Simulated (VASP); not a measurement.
A run of VASP 6.6.1:

The input INCAR:

```
ALGO = Normal
EDIFF = 1E-6
ENCUT = 520
GGA = PE
ISIF = 2
ISMEAR = 0
LASPH = T
LCHARG = F
LREAL = F
LWAVE = F
NELM = 80
PREC = Accurate
SIGMA = 0.01
```

KPOINTS

```
k-points
0
Gamma
  1 1 1
```

POSCAR

```
MgSiH4O
1.0
   15.0000000000      0.0000000000      0.0000000000
    0.0000000000     12.0000000000      0.0000000000
    0.0000000000      0.0000000000     12.0000000000
Mg O Si H
1 1 1 4
Direct
    0.4176110000      0.4299410000      0.4443140000
    0.5304630000      0.4790720000      0.4764920000
    0.6281340000      0.5297540000      0.5111590000
    0.3153740000      0.3807390000      0.4097690000
    0.6757820000      0.5686020000      0.4118050000
    0.6221450000      0.6234710000      0.5973740000
    0.6832690000      0.4354410000      0.5640340000
```

Potentials or basis: VASP PAW PBE potentials, release 64 (Mg, O, Si, H).

The run is started by

```sh
$ cat potpaw_PBE.64/Mg/POTCAR potpaw_PBE.64/O/POTCAR potpaw_PBE.64/Si/POTCAR potpaw_PBE.64/H/POTCAR > POTCAR
$ mpirun -np 1 vasp_gam > vasp.out
```

Hardware: 1 thread of Intel(R) Xeon(R) Platinum 8259CL CPU @ 2.50GHz (Skylake/Cascade Lake), on a shared host.

How long does it take, and how much memory?

Wall time 2.6 min on 1 thread of Intel(R) Xeon(R) Platinum 8259CL CPU @ 2.50GHz (Skylake/Cascade Lake), with other jobs on the host, peak memory 1.4 GiB. Counts: scf iterations 25, k points 1.
